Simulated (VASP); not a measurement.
VASP runs on Gd (hcp) share one base input (PBE GGA, plane waves, VASP's PBE PAW potentials (set 64)) and change the settings named in each case.

INCAR:
```
! general
SYSTEM   =  Gd
PREC     =  Accurate
ENCUT    =  400
LREAL    =  F
LASPH    =  T

! electronic loop
EDIFF    =  1E-6
NELM     =  100
ALGO     =  Normal
LMAXMIX  =  6

! smearing
ISMEAR   =  1
SIGMA    =  0.1

! functional
GGA      =  PE

! ions
ISIF     =  2

! output
LWAVE    =  F
LCHARG   =  F
```

File POSCAR:
```
Gd
1
    1.8150000000    -3.1436720000     0.0000000000
    1.8150000000     3.1436720000     0.0000000000
    0.0000000000     0.0000000000     5.7800000000
Gd
2
Direct
  0.3333330000   0.6666670000   0.2500000000
  0.6666670000   0.3333330000   0.7500000000
```

### KPOINTS
```
kpoints
0
G
 10 10 6
0 0 0
```

POTCAR, in this order: Gd_3 (PBE.64 set). Program: vasp_std.

```
change                      E(σ→0) (eV/atom)  pressure (GPa)  −TS (eV)
--------------------------  ----------------  --------------  --------
base run                             -4.5811           -0.03    0.0018
ISMEAR = -1, SIGMA = 0.3             -4.6001            0.83   -0.8391
SIGMA = 0.2                          -4.5805           -0.07   -0.0034
ISMEAR = 0, SIGMA = 0.01             -4.5817           -0.02   -0.0001
ISMEAR = 0                           -4.5809           -0.03   -0.0188
ISMEAR = -1                          -4.5822            0.05   -0.1156
ISMEAR = -1, SIGMA = 0.05            -4.5809           -0.03   -0.0309
ISMEAR = -5, SIGMA removed           -4.5803           -0.09    0.0000
ISMEAR = -4, SIGMA removed                 …               …    0.0000
```

What belongs in the gaps?

- ISMEAR = -4, SIGMA removed, E(σ→0) (eV/atom): -4.5561
- ISMEAR = -4, SIGMA removed, pressure (GPa): 0.09

The 4f electrons are frozen in the core of the lanthanide potential, so 4f levels, which can set the real gap, and their magnetism are missing.

Left out are runs that ran out of time, are held back, or changed the cell or the kind of run, fixed moments of cells without a moment, rows past the twelfth, gaps on odd meshes, pressures of charged cells and columns that move by less than the noise.

The compound is Gd in the hcp structure. The cell was not relaxed at this level.
